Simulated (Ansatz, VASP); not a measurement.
## LaS: VASP beside Ansatz

Wanted: the spread between two codes on one cell, functional and k mesh.

Main program and level: Ansatz 0.2.0; plane waves, with VASP 6.6.1 beside it; band structure at LDA, band structure at LDA, spin-orbit coupling and single point at LDA, spin-orbit coupling.

## Step 1: Set-up

It takes space group Fm-3m (No. 225, cubic). The conventional cell has a = 5.854 Å, b = 5.854 Å, c = 5.854 Å, α = 90.00°, β = 90.00°, γ = 90.00°. Nearest to La lie 6 S at 2.93 Å. Nearest to S lie 6 La at 2.93 Å. Farther neighbours and most contacts between anions are not listed.

## Step 2: Ansatz: band structure, LDA

Ansatz runs on its default PAW (the set named soft_2) files.

A single point gives forces, pressure and levels at one fixed geometry, so differences don't come from the geometry; what else differs is listed under the comparison.

File input.yaml:

```yaml
crystal:
  lattice:
    - [0.0, 2.927, 2.927]
    - [2.927, 0.0, 2.927]
    - [2.927, 2.927, 0.0]
  atoms:
    - { symbol: La, position: [0.0, 0.0, 0.0] }
    - { symbol: S, position: [0.5, 0.5, 0.5] }
hamiltonian:
  xc: lda
  pseudopotentials: { kind: paw }
kpoints:
  mp_grid: { grid: [10, 10, 10] }
  band_path:
    path:
      - [0.0, 0.0, 0.0]
      - [0.16667, 0.0, 0.16667]
      - [0.33333, 0.0, 0.33333]
      - [0.5, 0.0, 0.5]
      - [0.5, 0.08333, 0.58333]
      - [0.5, 0.18333, 0.68333]
      - [0.5, 0.25, 0.75]
      - [0.45, 0.3, 0.75]
      - [0.40833, 0.34167, 0.75]
      - [0.35, 0.35, 0.7]
      - [0.225, 0.225, 0.45]
      - [0.075, 0.075, 0.15]
      - [0.03333, 0.03333, 0.03333]
      - [0.23333, 0.23333, 0.23333]
      - [0.4, 0.4, 0.4]
      - [0.51667, 0.46667, 0.51667]
      - [0.55833, 0.38333, 0.55833]
      - [0.60833, 0.28333, 0.60833]
      - [0.60833, 0.25, 0.64167]
      - [0.55833, 0.25, 0.69167]
      - [0.51667, 0.25, 0.73333]
      - [0.5, 0.3, 0.7]
      - [0.5, 0.38333, 0.61667]
      - [0.5, 0.48333, 0.51667]
      - [0.475, 0.475, 0.55]
      - [0.425, 0.425, 0.65]
      - [0.38333, 0.38333, 0.73333]
      - [0.59167, 0.18333, 0.59167]
      - [0.55, 0.1, 0.55]
      - [0.5, 0.0, 0.5]
    npoints: 1
scf:
  occupations: { method: fermi_dirac, width: 0.05 }
  n_extra_bands: 7
output:
  forces: true
  stress: true
  eigenvalues: true
  write_density: true
  write_potential: true
  elf: true
  volumetric_format: npy
```

The run is started by

```sh
ansatz run input.yaml --threads 2 --pin off --max-ram 4608MiB --backend cpu --events-out ev --progress --plain --runs-dir out
```

Numbers of over 12 decimals in the logs are rounded to 6 here.

The program printed:

```text
scf.n_extra_bands = 7 over 9 filled bands (N_el = 17.0): the run solves 16 bands
Engine: ansatz 0.2.0, x86_64-unknown-linux-gnu
Pseudopotentials: kind: paw
Pseudopotential: La, paw, valence charge 11, recommended cutoff 420 eV (normal), La.paw.azcp
Pseudopotential: S, paw, valence charge 6, recommended cutoff 420 eV (normal), S.paw.azcp
Functional definition: SPW92
  exchange = slater_x
  correlation = pw_c
Crystal: 2 atoms, lattice volume = 50.153 Å³
Basis set: ecut = 420 eV, 941 PW (Γ)
Bands: 16, of which v1, the nominal top of the filled ones, is band 9 counted from 1 (8 counted from 0)
Symmetry: 48 space group operations
Space group: Fm-3m (ITA 225), of the structure as read, at distance tolerance 3.7e-5 Å
k-points: 47 of 1000
Non-local potential: La, projectors of the file, l = 0: 3, l = 1: 2, l = 2: 2, l = 3: 3
Non-local potential: S, projectors of the file, l = 0: 2, l = 1: 2, l = 2: 2
PAW form: soft (Blöchl's): semilocal exchange-correlation on the pseudo side does not see the compensation charge
PAW frozen core: La, regenerated for the run's functional, and the local potential with it (the file was generated under x = pbe(κ = 0.804, μ = 0.219515), c = pbe(β = 0.066725))
PAW frozen core: S, regenerated for the run's functional, and the local potential with it (the file was generated under x = pbe(κ = 0.804, μ = 0.219515), c = pbe(β = 0.066725))
PAW one-centre angular grid: La, 590 points (default); XC on 64 Gauss nodes
PAW one-centre angular grid: S, 110 points (default); XC on 64 Gauss nodes
Initial density: superposition of atomic densities (neutral atoms: chi_scale 0, normalization atom), corrected by the library's trained network
Initial wavefunctions: pseudopotential atomic-orbital guess
Functional: x = slater, c = lda
SCF iter   1: F=—  HF=-6950.206153 eV  |F-HF|=—  |Δ(HF+E_count)|=         —  Δρ=5.00e-3  dr2=1.19e-2  ethr=1.77e-3  ⟨swp⟩=5.1  Hψ=3601  notcnv=0
preconditioner: auto → Kerker (q_TF=auto, 2.278 Å⁻¹)  [metal: Δε(μ)=0.051 eV  Ē_g=11.777 eV  σ=0.050 eV  W_gap=0.24  n_scr=14 (ndim 8)  ℏωp=20.3 eV  f_vac=0.000  D(μ)=1.11/eV (n_scr^D=8)]
SCF iter   2: F=—  HF=-6950.202757 eV  |F-HF|=—  |Δ(HF+E_count)|=   3.40e-3  Δρ=2.45e-3  dr2=2.42e-3  ethr=7.02e-5  ⟨swp⟩=2.0  Hψ=1835  notcnv=0  defer=44
SCF iter   3: F=—  HF=-6950.202198 eV  |F-HF|=—  |Δ(HF+E_count)|=   5.58e-4  Δρ=6.26e-4  dr2=1.72e-4  ethr=1.42e-5  ⟨swp⟩=2.0  Hψ=1052  notcnv=0  defer=44
SCF iter   4: F=—  HF=-6950.202159 eV  |F-HF|=—  |Δ(HF+E_count)|=   3.93e-5  Δρ=8.70e-5  dr2=3.73e-6  ethr=1.01e-6  ⟨swp⟩=2.3  Hψ=883  notcnv=0  defer=44
SCF iter   5: F=—  HF=-6950.202160 eV  |F-HF|=—  |Δ(HF+E_count)|=   5.21e-7  Δρ=2.18e-5  dr2=2.59e-7  ethr=2.20e-8  ⟨swp⟩=2.5  Hψ=957  notcnv=0  defer=44
SCF iter   6: F=-6950.202160 eV  HF=-6950.202160 eV  |F-HF|=2.66e-10  |Δ(HF+E_count)|=   4.95e-8  Δρ=4.68e-6  dr2=1.34e-8  ethr=5.88e-10  ⟨swp⟩=11.0  Hψ=4644  notcnv=0
SCF 1 converged in 6 iterations: F = -6950.202160 eV  dr2 = 1.34e-8
  greatest PAW one-centre occupation: 0.972 electrons in one spin orbital (limit 2), on the La atom at site 0 (counted from 0), in its partial waves of l = 0
NSCF: frozen V_eff on 30 k-points
SCF converged after 6 iterations
Free energy (F): -6950.202160 eV
Harris-Foulkes:  -6950.202160 eV  (|F-HF|=2.66e-10)
Internal energy: -6950.192649 eV  (E = F + TS)
E sigma→0 (E₀):  -6950.197404 eV
Entropy (-TS):   -0.009510 eV (-4.755 meV/atom)
Fermi energy:    11.452650 eV
--- Per-component energies (eV) ---
  E_band       = -24.776720
  E_kinetic    = 301.064202
  E_local      = -394.133991  (includes V_loc(G=0)·N_el)
  E_nonlocal   = 129.618533
  E_hartree    = 124.581653
  E_xc         = -235.873836
  E_vxc        = -236.822108  (∫ρ·V_xc dr)
  E_paw        = -5813.701496  (= ΣΔE_a)
  E_vpaw       = -73.668237  (= ΣTr[D̂ρ^β])
  E_aug_tail   = 0.000001  (compensation charges beyond the density's cutoff)
  E_ewald      = -1062.223630
  E_core_change = 0.475914  (= ΣΔE_core)
  E_smearing   = -0.009510  (= −TS)
  E_closure    = -0.000000  (closes the sum)
  Σ components = -6950.202160   (vs F -6950.202160, Δ=0.00e0)
--- Forces (eV/Å), atoms counted from 1 ---
  atom   1  La     0.00000000    -0.00000000    -0.00000000
  atom   2  S      0.00000000    -0.00000000    -0.00000000
  max |Σ_I F_I| component: 7.92e-30 eV/Å
--- Stress (GPa, compression-positive) ---
       -3.810182      -0.000000      -0.000000
       -0.000000      -3.810182      -0.000000
        0.000000       0.000000      -3.810182
  P = ⅓ Tr σ = -3.8102 GPa (-38.102 kbar)
--- Band table (eV; the first three rows and the last of 47) ---
  k-point 0: bands = [... 5 lower, 8.2445, 8.2445, 8.2445, 11.6270, 11.6270, 11.6270, 12.6127, 12.6127, ... 3 higher]
  k-point 1: bands = [... 5 lower, 7.8951, 8.0365, 8.0365, 11.5713, 11.7681, 11.7681, 12.8137, 12.8137, ... 3 higher]
  k-point 2: bands = [... 5 lower, 7.1548, 7.5896, 7.5896, 11.5917, 12.1337, 12.1337, 13.0627, 13.0627, ... 3 higher]
  k-point 46: bands = [... 5 lower, 6.8881, 7.7549, 7.7910, 11.2696, 12.4044, 13.0891, 13.1271, 13.1678, ... 3 higher]
```

Elapsed: 1.7 s, on 2 threads of Intel Xeon at 2.80GHz (Skylake/Cascade Lake), shared host; peak memory 0.41 GiB.

## Step 3: VASP: band structure, LDA

The same cell, functional (in two slightly different forms), mesh and smearing now go to VASP, with its own data sets and cutoff.

Lines of VASP's logs that name or quote its potential files are left out, and so is its time.

File INCAR:

```
SYSTEM = LaS
PREC = Accurate
ENCUT = 400
EDIFF = 1E-06
NELM = 100
ISMEAR = -1
SIGMA = 0.05
LREAL = .FALSE.
ALGO = Normal
GGA = CA
NBANDS = 20
LASPH = .TRUE.
LORBIT = 11
LWAVE = .FALSE.
LCHARG = .FALSE.
KPAR = 2
```

File POSCAR:

```
LaS
1.0
    0.0000000000      2.9270000000      2.9270000000
    2.9270000000      0.0000000000      2.9270000000
    2.9270000000      2.9270000000      0.0000000000
La S
1 1
Direct
    0.0000000000      0.0000000000      0.0000000000
    0.5000000000      0.5000000000      0.5000000000
```

File KPOINTS:

```
Automatic mesh
0
Gamma
10 10 10
0 0 0
```

File KPOINTS_OPT:

```
Line mode
16
Line-mode
Reciprocal
  0.00000000   0.00000000   0.00000000 GAMMA
  0.50000000   0.00000000   0.50000000 X

  0.50000000   0.00000000   0.50000000 X
  0.50000000   0.25000000   0.75000000 W

  0.50000000   0.25000000   0.75000000 W
  0.37500000   0.37500000   0.75000000 K

  0.37500000   0.37500000   0.75000000 K
  0.00000000   0.00000000   0.00000000 GAMMA

  0.00000000   0.00000000   0.00000000 GAMMA
  0.50000000   0.50000000   0.50000000 L

  0.50000000   0.50000000   0.50000000 L
  0.62500000   0.25000000   0.62500000 U

  0.62500000   0.25000000   0.62500000 U
  0.50000000   0.25000000   0.75000000 W

  0.50000000   0.25000000   0.75000000 W
  0.50000000   0.50000000   0.50000000 L

  0.50000000   0.50000000   0.50000000 L
  0.37500000   0.37500000   0.75000000 K

  0.62500000   0.25000000   0.62500000 U
  0.50000000   0.00000000   0.50000000 X
```

The projector-augmented-wave data sets are La and S (LDA family, release 64).

The run is started by

```sh
mpirun -np 2 vasp_std
```

The program printed:

```text
[banner, memory and clock lines left out]
running    2 mpi-ranks, on    1 nodes
 distrk:  each k-point on    1 cores,    2 groups
 distr:  one band on    1 cores,    1 groups

 POSCAR found type information on POSCAR LaS
 POSCAR found :  2 types and       2 ions
 LDA part: xc-table for (Slater(with rela. corr.)+CA(PZ))
 , standard interpolation
 POSCAR, INCAR and KPOINTS ok, starting setup
 FFT: planning ... GRIDC
 FFT: planning ... GRID_SOFT
 FFT: planning ... GRID
 WAVECAR not read
 entering main loop
       N       E                     dE             d eps       ncg     rms          rms(c)
DAV:   1     0.115821635464E+03    0.11582E+03   -0.50025E+03  2020   0.893E+02
DAV:   2    -0.348905109311E-01   -0.11586E+03   -0.96434E+02  2016   0.176E+02
DAV:   3    -0.139534831453E+02   -0.13919E+02   -0.13251E+02  2272   0.738E+01
DAV:   4    -0.149842368649E+02   -0.10308E+01   -0.10249E+01  3284   0.177E+01
DAV:   5    -0.149978786512E+02   -0.13642E-01   -0.13611E-01  2576   0.173E+00    0.491E+00
DAV:   6    -0.148158264444E+02    0.18205E+00   -0.30699E-01  2752   0.229E+00    0.342E+00
DAV:   7    -0.147915930964E+02    0.24233E-01   -0.65480E-02  2660   0.148E+00    0.152E+00
DAV:   8    -0.147883311140E+02    0.32620E-02   -0.59324E-03  3196   0.514E-01    0.202E-01
DAV:   9    -0.147881240504E+02    0.20706E-03   -0.11458E-03  2752   0.296E-01    0.774E-02
DAV:  10    -0.147881099399E+02    0.14110E-04   -0.15955E-04  3184   0.688E-02    0.376E-02
DAV:  11    -0.147881054669E+02    0.44730E-05   -0.20227E-05  2548   0.222E-02    0.110E-02
DAV:  12    -0.147881057096E+02   -0.24269E-06   -0.30747E-06  2716   0.103E-02
   1 F= -.14788106E+02 E0= -.14783341E+02  d E =-.953042E-02
 Start KPOINTS_OPT (optional k-point list driver)
k-point batch [1-47\160]
       N       E                     dE             ncg
DAV:   1     0.222159968313E+04   -0.18132E+05     2044
DAV:   2    -0.277051313590E+04   -0.49921E+04     2000
DAV:   3    -0.338869236837E+04   -0.61818E+03     2412
DAV:   4    -0.343108040033E+04   -0.42388E+02     3200
DAV:   5    -0.343207779819E+04   -0.99740E+00     2688
DAV:   6    -0.343212455340E+04   -0.46755E-01     3176
DAV:   7    -0.343212586082E+04   -0.13074E-02     2684
DAV:   8    -0.343212592437E+04   -0.63545E-04     2872
DAV:   9    -0.343212592622E+04   -0.18574E-05     1632
DAV:  10    -0.343212592640E+04   -0.18018E-06     1452
[...]
k-point batch [142-160\160]
       N       E                     dE             ncg
DAV:   1     0.135880604337E+05   -0.90945E+04      844
DAV:   2     0.116468597380E+05   -0.19412E+04      820
DAV:   3     0.114027454373E+05   -0.24411E+03      956
DAV:   4     0.113856760596E+05   -0.17069E+02     1268
DAV:   5     0.113852263083E+05   -0.44975E+00     1120
DAV:   6     0.113852080985E+05   -0.18210E-01     1296
DAV:   7     0.113852076098E+05   -0.48869E-03     1084
DAV:   8     0.113852075879E+05   -0.21907E-04     1156
DAV:   9     0.113852075875E+05   -0.40999E-06      608
```

Parts of OUTCAR (step 3):

```text
ion  position               nearest neighbor table
   1  0.000  0.000  0.000-   2 2.93   2 2.93   2 2.93   2 2.93   2 2.93   2 2.93
   2  0.500  0.500  0.500-   1 2.93   1 2.93   1 2.93   1 2.93   1 2.93   1 2.93

  LATTYP: Found a face centered cubic cell.
 ALAT       =     5.8540000000

 Subroutine GETGRP returns: Found 48 space group operations
 (whereof 48 operations were pure point group operations)

The static configuration has the point symmetry O_h .

 Found     47 irreducible k-points:

   k-points           NKPTS =     47   k-points in BZ     NKDIM =     47   number of bands    NBANDS=     20

   dimension x,y,z NGX =    28 NGY =   28 NGZ =   28
   dimension x,y,z NGXF=    56 NGYF=   56 NGZF=   56

   ENCUT  =  400.0 eV  29.40 Ry    5.42 a.u.   6.75  6.75  6.75*2*pi/ulx,y,z

   NELECT =      17.0000    total number of electrons

 k-points in reciprocal lattice and weights: Automatic mesh
   0.00000000  0.00000000  0.00000000       0.001
   0.10000000  0.00000000  0.00000000       0.008
   0.20000000  0.00000000  0.00000000       0.008
   0.30000000  0.00000000  0.00000000       0.008
   0.40000000  0.00000000  0.00000000       0.008
   0.50000000  0.00000000  0.00000000       0.004
   0.10000000  0.10000000  0.00000000       0.006
   0.20000000  0.10000000  0.00000000       0.024
   0.30000000  0.10000000  0.00000000       0.024
[...]
-0.30000000  0.40000000  0.20000000       0.024
  -0.30000000  0.50000000  0.20000000       0.012

 average (electrostatic) potential at core
       1 -95.6044       2 -84.1237

 E-fermi :   8.6878

 k-point     1 :       0.0000    0.0000    0.0000
  band No.  band energies     occupation
    ...
      4      -7.7637      2.00000
      5      -5.1002      2.00000
      6       5.4799      2.00000
      7       5.4799      2.00000
      8       5.4799      2.00000
      9       8.8647      0.05650
     10       8.8647      0.05650
     11       8.8647      0.05650
     12       9.8544      0.00000
     13       9.8544      0.00000
    ...

 k-point     2 :       0.1000    0.0000    0.0000
  band No.  band energies     occupation
    ...
      4      -7.7695      2.00000
      5      -4.9063      2.00000
      6       5.1330      2.00000
      7       5.2721      2.00000
      8       5.2721      2.00000
      9       8.8078      0.16622
     10       9.0055      0.00348
     11       9.0055      0.00348
     12      10.0521      0.00000
     13      10.0521      0.00000
    ...

 k-point     3 :       0.2000    0.0000    0.0000
  band No.  band energies     occupation
    ...
      4      -7.7845      2.00000
      5      -4.4718      2.00000
      6       4.3963      2.00000
      7       4.8256      2.00000
      8       4.8256      2.00000
      9       8.8269      0.11649
     10       9.3696      0.00000
     11       9.3696      0.00000
     12      10.2931      0.00000
     13      10.2931      0.00000
    ...

  Total       -1.2016066     -1.2016066     -1.2016066      0.0000000      0.0000000      0.0000000
  in kB      -38.3861648    -38.3861648    -38.3861648      0.0000000      0.0000000      0.0000000
  external PRESSURE =     -38.3861648 kB  Pullay stress =       0.0000000 kB

  energy-cutoff  :      400.00
  volume of cell :       50.15
      direct lattice vectors                 reciprocal lattice vectors
     0.000000000  2.927000000  2.927000000    -0.170823369  0.170823369  0.170823369
     2.927000000  0.000000000  2.927000000     0.170823369 -0.170823369  0.170823369
     2.927000000  2.927000000  0.000000000     0.170823369  0.170823369 -0.170823369

 POSITION                                       TOTAL-FORCE (eV/Angst)
 -----------------------------------------------------------------------------------
      0.00000      0.00000      0.00000        -0.000000     -0.000000     -0.000000
      2.92700      2.92700      2.92700         0.000000      0.000000      0.000000
 -----------------------------------------------------------------------------------
    total drift:                                0.000000      0.000000      0.000000

  FREE ENERGIE OF THE ION-ELECTRON SYSTEM (eV)
  ---------------------------------------------------
  free  energy   TOTEN  =       -14.7881057096 eV

  energy  without entropy=      -14.7785752940  energy(sigma->0) =      -14.78334050

 total charge
# of ion       s       p       d       f       tot
--------------------------------------------------
    1        2.021   5.638   0.741   0.193   8.592
    2        1.322   2.421   0.000   0.000   3.743
--------------------------------------------------
tot          3.343   8.059   0.741   0.193  12.336

[... 3 further parts left out ...]
```

This run has no spin polarisation. Its electron count is odd, so without a moment it is a metal by construction. Spin-orbit coupling is off here; with elements this heavy it splits and shifts levels by tenths of an eV or more. At this level the cell is under a tension of 3.8 GPa, so at these settings it is away from equilibrium.

## Step 4: Comparison

Known differences besides the potentials themselves: the two LDA forms differ slightly; the cutoff is 420 eV in Ansatz and 400 eV in VASP; VASP's log shows a relativistic correction to its local exchange, Ansatz's none. Total energies have different zeros and are not compared.

The two programs side by side:

```tsv
quantity	Ansatz	VASP	difference
pressure (GPa)	-3.81	-3.84	+0.03
```

Levels from 3 eV below to 2 eV above the Fermi level differ by 8 meV r.m.s. and 31 meV at most; each VASP level is matched to the nearest of Ansatz, which flatters the figure a little. Ansatz's pressure holds a Pulay correction of 0.01 GPa; VASP's holds none.

## Step 5: Ansatz: band structure, LDA, spin-orbit coupling

A single point gives forces, pressure and levels at one fixed geometry, so differences don't come from the geometry; what else differs is listed under the comparison.

Edit input.yaml of step 2 so:

```diff
@@ -10,3 +10,6 @@
   xc: lda
-  pseudopotentials: { kind: paw }
+  pseudopotentials: { kind: paw_fr }
+magnetization:
+  noncollinear: true
+  spin_orbit: true
 kpoints:
@@ -48,3 +51,3 @@
   occupations: { method: fermi_dirac, width: 0.05 }
-  n_extra_bands: 7
+  n_extra_bands: 14
 output:
@@ -53,5 +56 @@
   eigenvalues: true
-  write_density: true
-  write_potential: true
-  elf: true
-  volumetric_format: npy
```

The run is started by

```sh
ansatz run input.yaml --threads 2 --pin off --max-ram 4608MiB --backend cpu --events-out ev --progress --plain --runs-dir out
```

The program printed:

```text
[...]
non-collinear run that drives no moment, with spin-orbit: no starting moment large enough to seed its density (crystal.atoms[].spin), no starting occupations that ask for one, no magnetisation constraint and no magnetic field, so the semilocal B_xc is pinned to zero
Crystal: 2 atoms, lattice volume = 50.153 Å³
Basis set: ecut = 420 eV, 941 PW (Γ)
[...]
k-point 1: bands = [... 13 lower, 8.0237, 8.0827, 8.0827, 11.5662, 11.5662, 11.7412, 11.7412, 11.7996, ... 10 higher]
  k-point 2: bands = [... 13 lower, 7.5622, 7.6221, 7.6221, 11.5935, 11.5935, 12.1139, 12.1139, 12.1579, ... 10 higher]
  k-point 46: bands = [... 13 lower, 7.6565, 7.8890, 7.8890, 11.2734, 11.2734, 12.4125, 12.4125, 13.0189, ... 10 higher]
[key lines of the parts left out:]
SCF converged after 7 iterations
Magnetization: |M| = 0.0000 μB,  M = (+0.0000, +0.0000, +0.0000) μB
Free energy (F): -6955.329814 eV
Fermi energy:    11.455917 eV
P = ⅓ Tr σ = -3.8256 GPa (-38.256 kbar)
```

It took 12 s on 2 threads; peak memory 0.61 GiB.

[end of part 1 of 2]

[Lines on the potential files, build, host, timing and source positions are cut from VASP's logs without a mark.]

[Logs are printed without paths, hosts, clocks, repeated set-up lines and the standing remarks that a program may print on its own settings, such as how far it seeks lower states.]

[Hosts, paths, dates, database ids (printed as entryN), source tags and the programs' standing remarks are cut or masked in the printed files.]
